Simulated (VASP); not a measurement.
```
CELL_PARAMETERS angstrom
      3.19981     0.00000     0.00000
     -1.59991     2.77112     0.00000
      0.00000     0.00000     6.55438
ATOMIC_POSITIONS crystal
  Zr 0.33333 0.66667 0.03331
  Zr 0.66667 0.33333 0.53331
  O  0.33333 0.66667 0.34169
  O  0.66667 0.33333 0.84169
```

Computed with PBEsol GGA, VASP's PBE PAW potentials (set 64) (plane waves; VASP). Settings: 520 eV cut-off, 12×12×5 Γ-centred mesh, tetrahedra with Blöchl corrections, potentials Zr_sv O.

The cores are frozen, which limits the accuracy of field gradients.

Question: Give the principal components of the electric field gradient (V/Å²) and the asymmetry η at each nucleus.

Answer: 
| atom | Vxx | Vyy | Vzz | η |
|---|---|---|---|---|
| Zr1 | 52.1 | 52.1 | -104.2 | 0.00 |
| Zr2 | 52.1 | 52.1 | -104.2 | 0.00 |
| O3 | 12.7 | 12.6 | -25.3 | 0.00 |
| O4 | 12.7 | 12.6 | -25.3 | 0.00 |

The structure was generated: ZrO was put into the wurtzite type (P6_3mc), which need not be its known phase. It was relaxed first, which changed the volume by -33 %.
